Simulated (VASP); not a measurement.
Computed with TPSS meta-GGA, VASP's PBE PAW potentials (set 64) (plane waves; VASP).

The input files of a VASP run:

File KPOINTS:
```
Automatic mesh
0
Gamma
10 10 10
0 0 0
```

### POSCAR
```
Ba
1
   -2.5579224781     2.5579224781     2.5579224781
    2.5579224781    -2.5579224781     2.5579224781
    2.5579224781     2.5579224781    -2.5579224781
Ba
1
Direct
  1.0000000000   0.0000000000   0.0000000000
```

INCAR:
```
SYSTEM = Ba
PREC = Accurate
ENCUT = 520
EDIFF = 1E-7
NELM = 100
ALGO = Normal
LREAL = .FALSE.
LASPH = .TRUE.
ISMEAR = 1
SIGMA = 0.1
METAGGA = TPSS
LMIXTAU = .TRUE.
LMAXMIX = 4
LWAVE = .FALSE.
LCHARG = .FALSE.
ISIF = 2
```

POTCAR, in this order: Ba_sv (PBE.64 set). Program: vasp_std.

Output

OUTCAR:
```
 ion  position               nearest neighbor table
   1  0.000  0.000  0.000-
  LATTYP: Found a body centered cubic cell.
 ALAT       =     5.1158449562
 Subroutine PRICEL returns:
 Original cell was already a primitive cell.
 Subroutine GETGRP returns: Found 48 space group operations
The static configuration has the point symmetry O_h .
The dynamic configuration has the point symmetry O_h .
 Subroutine INISYM returns: Found 48 space group operations
 Subroutine IBZKPT returns following result:
 Found     47 irreducible k-points:

 Following reciprocal coordinates:
            Coordinates               Weight
  0.000000  0.000000  0.000000      1.000000
  0.100000  0.000000  0.000000     12.000000
  0.200000  0.000000  0.000000     12.000000
  0.300000  0.000000  0.000000     12.000000
  0.400000  0.000000  0.000000     12.000000
  0.500000  0.000000  0.000000      6.000000
  0.100000  0.100000  0.000000     24.000000
  0.200000  0.100000  0.000000     48.000000
  0.300000  0.100000  0.000000     48.000000
  0.400000  0.100000  0.000000     48.000000
  0.200000  0.200000  0.000000     24.000000
  0.300000  0.200000  0.000000     48.000000
  0.400000  0.200000  0.000000     24.000000
  0.300000  0.300000  0.000000     24.000000
  0.100000  0.100000  0.100000      8.000000
  0.200000  0.100000  0.100000     24.000000
  0.300000  0.100000  0.100000     24.000000
  0.400000  0.100000  0.100000     12.000000
 -0.100000  0.100000  0.100000      6.000000
  0.200000  0.200000  0.100000     24.000000
  0.300000  0.200000  0.100000     48.000000
 -0.200000  0.200000  0.100000     24.000000
  0.300000  0.300000  0.100000      8.000000
 -0.300000  0.300000  0.100000     24.000000
 -0.200000  0.300000  0.100000     24.000000
 -0.400000  0.400000  0.100000     24.000000
 -0.300000  0.400000  0.100000     48.000000
  0.500000  0.500000  0.100000     12.000000
 -0.400000  0.500000  0.100000     48.000000
 -0.300000  0.500000  0.100000     24.000000
 -0.400000 -0.400000  0.100000     24.000000
  0.200000  0.200000  0.200000      8.000000
  0.300000  0.200000  0.200000     12.000000
 -0.200000  0.200000  0.200000      6.000000
 -0.300000  0.300000  0.200000     24.000000
 -0.400000  0.400000  0.200000     24.000000
 -0.300000  0.400000  0.200000     24.000000
  0.500000  0.500000  0.200000     12.000000
 -0.400000  0.500000  0.200000     48.000000
 -0.400000 -0.400000  0.200000      8.000000
   k-points           NKPTS =     47   k-points in BZ     NKDIM =     47   number of bands    NBANDS=      9
   number of dos      NEDOS =    301   number of ions     NIONS =      1
   total plane-waves  NPLWV =  46656
   dimension x,y,z NGX =    36 NGY =   36 NGZ =   36
   dimension x,y,z NGXF=    72 NGYF=   72 NGZF=   72
   ions per type =               1
   PREC   = accura    normal or accurate (medium, high low for compatibility)
   ISTART =      0    job   : 0-new  1-cont  2-samecut
   ICHARG =      2    charge: 1-file 2-atom 10-const
   ISPIN  =      1    spin polarized calculation?
   LNONCOLLINEAR =      F non collinear calculations
   LSORBIT =      F    spin-orbit coupling
   INIWAV =      1    electr: 0-lowe 1-rand  2-diag
   ENCUT  =  520.0 eV  38.22 Ry    6.18 a.u.   8.24  8.24  8.24*2*pi/ulx,y,z
   NELM   =    100;   NELMIN=  2; NELMDL= -5     # of ELM steps
   EDIFF  = 0.1E-06   stopping-criterion for ELM
   LREAL  =      F    real-space projection
   NLSPLINE    = F    spline interpolate recip. space projectors
   LMAXMIX     =    4 max onsite mixed and CHGCAR
   VOSKOWN=      0    Vosko Wilk Nusair interpolation
...
```

**OSZICAR**
```
       N       E                     dE             d eps       ncg     rms          rms(c)
DAV:   1     0.875030426176E+02    0.87503E+02   -0.47000E+03  1684   0.311E+03
DAV:   2     0.717292081205E+01   -0.80330E+02   -0.78398E+02  1486   0.277E+02
DAV:   3    -0.750191940313E+01   -0.14675E+02   -0.14524E+02  1643   0.258E+02
DAV:   4    -0.818667862072E+01   -0.68476E+00   -0.67661E+00  1636   0.496E+01
DAV:   5    -0.827020594377E+01   -0.83527E-01   -0.82538E-01  1692   0.184E+01    0.280E+00
DAV:   6    -0.951661129569E+01   -0.12464E+01   -0.38952E+00  1315   0.206E+01    0.467E-01
DAV:   7    -0.969284556112E+01   -0.17623E+00   -0.21321E-01  1230   0.499E+00    0.315E-01
DAV:   8    -0.951408796321E+01    0.17876E+00   -0.16580E-01  1069   0.426E+00    0.105E-01
DAV:   9    -0.954563555449E+01   -0.31548E-01   -0.42255E-02  1016   0.282E+00    0.681E-02
DAV:  10    -0.954613328860E+01   -0.49773E-03   -0.69388E-04  1438   0.305E-01    0.604E-02
DAV:  11    -0.954630725148E+01   -0.17396E-03   -0.14256E-03   926   0.513E-01    0.407E-02
DAV:  12    -0.954897479472E+01   -0.26675E-02   -0.17021E-03   902   0.274E-01    0.254E-02
DAV:  13    -0.954896207328E+01    0.12721E-04   -0.53308E-05  1150   0.709E-02    0.137E-02
DAV:  14    -0.954890007408E+01    0.61999E-04   -0.54830E-05   912   0.630E-02    0.637E-03
DAV:  15    -0.954894651663E+01   -0.46443E-04   -0.15541E-05   898   0.288E-02    0.530E-03
DAV:  16    -0.954895898765E+01   -0.12471E-04   -0.11776E-05   903   0.253E-02    0.238E-03
DAV:  17    -0.954895498513E+01    0.40025E-05   -0.11951E-06  1111   0.109E-02    0.834E-04
DAV:  18    -0.954896142320E+01   -0.64381E-05   -0.16889E-06   903   0.108E-02    0.404E-04
DAV:  19    -0.954896175844E+01   -0.33524E-06   -0.15082E-07  1087   0.414E-03    0.282E-04
DAV:  20    -0.954896169629E+01    0.62148E-07   -0.12540E-08   522   0.160E-03
   1 F= -.95489617E+01 E0= -.95490140E+01  d E =0.156940E-03
```

### OUTCAR
```
------------------------ aborting loop because EDIFF is reached ----------------------------------------
  FORCE on cell =-STRESS in cart. coord.  units (eV):
  Direction    XX          YY          ZZ          XY          YZ          ZX
  --------------------------------------------------------------------------------------
  Total       -0.2024194     -0.2024194     -0.2024194      0.0000000      0.0000000      0.0000000
  in kB       -4.8444059     -4.8444059     -4.8444059      0.0000000      0.0000000      0.0000000
  external PRESSURE =      -4.8444059 kB  Pullay stress =       0.0000000 kB
  volume of cell :       66.95
      direct lattice vectors                 reciprocal lattice vectors
    -2.557922478  2.557922478  2.557922478     0.000000000  0.195471131  0.195471131
     2.557922478 -2.557922478  2.557922478     0.195471131  0.000000000  0.195471131
     2.557922478  2.557922478 -2.557922478     0.195471131  0.195471131  0.000000000
 POSITION                                       TOTAL-FORCE (eV/Angst)
 -----------------------------------------------------------------------------------
      0.00000      0.00000      0.00000         0.000000     -0.000000      0.000000
 -----------------------------------------------------------------------------------
    total drift:                               -0.000000     -0.000000      0.000000
  FREE ENERGIE OF THE ION-ELECTRON SYSTEM (eV)
  ---------------------------------------------------
  free  energy   TOTEN  =        -9.5489616963 eV

  energy  without entropy=       -9.5491186361  energy(sigma->0) =       -9.54901401
```
(Selected blocks of OUTCAR.)

The compound is Ba in the bcc structure. This cell is one point of a volume scan, at 1.06 of the reference volume.
